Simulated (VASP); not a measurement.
The cell holds one TiCo (CsCl type) (110) slab, with vacuum along c, ions free to move until forces fall under 0.03 eV/Å, no reconstruction beyond this cell, dipole correction on.

Data:

```
CELL_PARAMETERS angstrom
      2.93050     0.00000     0.00000
      0.00000     4.14436     0.00000
      0.00000     0.00000    25.06240
ATOMIC_POSITIONS crystal
  Ti 0.00000 0.50000 0.33273
  Ti 0.00000 0.00000 0.41729
  Ti 0.00000 0.50000 0.50000
  Ti 0.00000 0.00000 0.58271
  Ti 0.00000 0.50000 0.66727
  Co 0.50000 0.00000 0.34409
  Co 0.50000 0.50000 0.41593
  Co 0.50000 0.00000 0.50000
  Co 0.50000 0.50000 0.58407
  Co 0.50000 0.00000 0.65591
```

Computed with PBEsol GGA, VASP's PBE PAW potentials (set 64) (plane waves; VASP 6.6.1). Run with 400 eV cut-off, 9×7×1 Γ-centred mesh, first-order Methfessel-Paxton smearing of 0.10 eV, potentials Ti_sv Co.

Slab and bulk use different k-meshes, so the surface energy is good to a few per cent at best.

Problem. Predict its surface energy, work function, band gap (on the k-mesh).

Solution. 
```
Item                                                        Result
------------------------  ----------------------------------------
surface energy                                          1.93 J/m^2
work function                                              4.14 eV
band gap (on the k-mesh)  none (metal, semimetal or under 0.01 eV)
```

The cell is a thin slab with vacuum, built from TiCo (CsCl type): (110) face. The run is not spin-polarised, so no magnetic state was tried.
